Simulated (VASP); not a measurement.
Static calculation, FePb

System: FePb, 2 atoms in the cell.

VASP input. INCAR
```
ISMEAR = -1
SIGMA = 0.1
ISIF = 2
NBANDS = 21
LASPH = .TRUE.
LMAXMIX = 4
NELM = 200
LREAL = .FALSE.
EDIFF = 1E-6
ALGO = Normal
PREC = Accurate
ENCUT = 381.2
```

KPOINTS
```
mesh
0
Gamma
8 8 6
0 0 0
```

POSCAR
```
FePb
1.0
     3.200000    0.000000    0.000000
     0.000000    3.200000    0.000000
     0.000000    0.000000    4.100000
Fe Pb
1 1
Direct
  0.000000 0.000000 0.000000
  0.500000 0.500000 0.500000
```

Potentials (PBE.64), in the order of POSCAR: Fe_pv Pb_d

What the run gave

```json
{"Pressure": "-111.0 kbar", "Free energy TOTEN": "-9.6178 eV", "Energy (σ→0)": "-9.5316 eV", "Smearing term TS": "86.2 meV/atom", "Valence electrons": "28", "Irreducible k-points": "60", "Command": "vasp_std", "Hardware": "1 core of an Intel Xeon Platinum 8488C, shared host", "Wall time": "about 18 s", "Peak memory": "0.15 GiB"}
```

Stress tensor in GPa, compression positive:
```
 -8.43   0.00   0.00
  0.00  -8.43   0.00
  0.00   0.00 -16.44
```

VASP prints the stress at a fixed plane-wave basis, so it holds the Pulay stress of this cutoff.

The cell is a model and need not be the structure known for this compound. The k-mesh is modest, so these values aren't fully converged in k. Spin polarisation is left out, and a magnetic state may lie lower. Spin–orbit coupling is left out, which matters for 6p elements such as Tl, Pb and Bi.
